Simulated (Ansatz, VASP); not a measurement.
One calculation of Tc3Sn, two programs

The input INCAR:

```
  ALGO = Normal
  EDIFF = 1E-7
  ENCUT = 520
  GGA = PE
  ISIF = 2
  ISMEAR = -1
  LASPH = T
  LCHARG = T
  LELF = T
  LREAL = F
  LVHAR = T
  LWAVE = F
  NBANDS = 34
  NELM = 100
  PREC = Accurate
  SIGMA = 0.05
```

KPOINTS

```
k-points
0
Gamma
  7 7 7
```

File POSCAR:

```
Tc3Sn
1.0
    0.0000000000      3.1721940000      3.1721940000
    3.1721940000      0.0000000000      3.1721940000
    3.1721940000      3.1721940000      0.0000000000
Sn Tc
1 3
Direct
    0.0000000000      0.0000000000      0.0000000000
    0.5000000000      0.5000000000      0.5000000000
    0.7500000000      0.7500000000      0.7500000000
    0.2500000000      0.2500000000      0.2500000000
```

Contents of input.yaml:

```yaml
crystal:
  lattice:
    - [0.0, 3.172194, 3.172194]
    - [3.172194, 0.0, 3.172194]
    - [3.172194, 3.172194, 0.0]
  atoms:
    - { symbol: Sn, position: [0.0, 0.0, 0.0] }
    - { symbol: Tc, position: [0.5, 0.5, 0.5] }
    - { symbol: Tc, position: [0.75, 0.75, 0.75] }
    - { symbol: Tc, position: [0.25, 0.25, 0.25] }
hamiltonian:
  xc: pbe
  pseudopotentials: { kind: paw }
kpoints:
  mp_grid: { grid: [7, 7, 7] }
scf:
  occupations: { method: fermi_dirac, width: 0.05 }
output:
  forces: true
  stress: true
  eigenvalues: true
```

The cell comes from a database or a generator and needn't be the stable form of this composition.

Alike in both runs: task single point; functional PBE; k mesh 7 × 7 × 7; occupations fermi-dirac, width 0.05 eV; no spin polarisation.

|  | VASP | Ansatz |
| --- | --- | --- |
| version | VASP 6.6.1 | Ansatz 0.2.0 |
| potentials or method | VASP PAW PBE potentials, release 64 (Sn_d, Tc_pv) | Ansatz PAW earlier set |
| plane-wave cutoff (eV) | 520 | 500 |
| valence electrons in the cell | 53 | 59 |

Ansatz gave:

```
gap on the k mesh at the Fermi level (eV) : none
pressure (GPa)                            : -1.9
```

**Question.** What did VASP give for the same quantities?

**Answer.** gap on the k mesh at the Fermi level (eV): none; pressure (GPa): -2.2.

A gap of «none» marks a metal or a gap that the smearing closes. The two sets of potentials don't hold the same shells in valence.
